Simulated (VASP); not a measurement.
An input for Quantum ESPRESSO's pw.x (written as the equivalent of a VASP run, and not itself run):

```
&CONTROL
  calculation = 'vc-relax'
  pseudo_dir = './pseudo'
  outdir = './out'
  tprnfor = .true.
  tstress = .true.
  nstep = 60
  forc_conv_thr = 0.00039
/
&SYSTEM
  ibrav = 0
  nat = 2
  ntyp = 1
  ecutwfc = 100
  occupations = 'smearing'
  smearing = 'methfessel-paxton'
  degauss = 0.00735
  input_dft = 'vdw-df-ob86'
/
&ELECTRONS
  conv_thr = 7.3e-08
  electron_maxstep = 100
/
&IONS
/
&CELL
/
ATOMIC_SPECIES
  Lu 174.967 Lu.upf
CELL_PARAMETERS angstrom
     1.7500000   -3.0310890    0.0000000
     1.7500000    3.0310890    0.0000000
     0.0000000    0.0000000    5.5500000
ATOMIC_POSITIONS crystal
  Lu   0.3333330  0.6666670  0.2500000
  Lu   0.6666670  0.3333330  0.7500000
K_POINTS automatic
  11 11 6 0 0 0
```

**Question.** Write the VASP files for the same calculation (optB86b-vdW).

**Answer.** One answer among several that fit: 
File POSCAR:
```
Lu
1
    1.7500000000    -3.0310890000     0.0000000000
    1.7500000000     3.0310890000     0.0000000000
    0.0000000000     0.0000000000     5.5500000000
Lu
2
Direct
  0.3333330000   0.6666670000   0.2500000000
  0.6666670000   0.3333330000   0.7500000000
```

**INCAR**
```
SYSTEM  =  Lu
PREC  =  Accurate; ENCUT  =  520; LREAL  =  .False.
LASPH  =  .True.
EDIFF  =  1E-6; NELM  =  100; ALGO  =  Normal
LMAXMIX  =  6
ISMEAR  =  1; SIGMA  =  0.1
GGA  =  MK; LUSE_VDW  =  .True.; AGGAC  =  0.0
PARAM1  =  0.1234; PARAM2  =  1.0
IBRION  =  2; NSW  =  60; ISIF  =  3
EDIFFG  =  -0.01
LWAVE  =  .False.; LCHARG  =  .False.
```

KPOINTS:
```
K-points
0
Gamma
 11 11 6
```

POTCAR, in this order: Lu_3 (PBE.64 set). Program: vasp_std.

Limits of the translation: the potentials are each code's own (VASP's PAW set, PseudoDojo norm-conserving files in pw.x), so ENCUT and ecutwfc are chosen apart and not converted; conv_thr bounds pw.x's estimated SCF error, while EDIFF bounds the energy change between steps; forc_conv_thr acts on force components and is met together with etot_conv_thr.

The compound is Lu in the hcp structure. This run relaxes it. Symmetry was kept, so distortions that lower it aren't found.
